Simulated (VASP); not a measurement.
Here is the system:

```
CELL_PARAMETERS angstrom
      0.00000     3.69626     3.69626
      3.69626     0.00000     3.69626
      3.69626     3.69626     0.00000
ATOMIC_POSITIONS crystal
  K  0.00000 0.00000 0.00000
  I  0.50000 0.50000 0.50000
```

These are revPBE GGA, VASP's PBE PAW potentials (set 64) (plane waves; VASP) values and carry that method's errors. Run with 520 eV cut-off, 6×6×6 Γ-centred mesh, Gaussian smearing of 0.050 eV, potentials K_sv I.

Unless said otherwise, spin-orbit coupling is left out, though it shifts the bands of the heavy elements here.

Estimate the energy per atom (σ→0), band gap (on the k-mesh) with the smallest direct gap where there is one.

```json
{
  "band gap (on the k-mesh)": "3.94 eV",
  "smallest direct gap (on the k-mesh)": "3.94 eV",
  "energy per atom (σ→0)": "-2.633 eV/atom"
}
```

The compound is KI in the rock salt structure. It was relaxed first, which changed the volume by +14 %. The start is the result of an earlier pass.
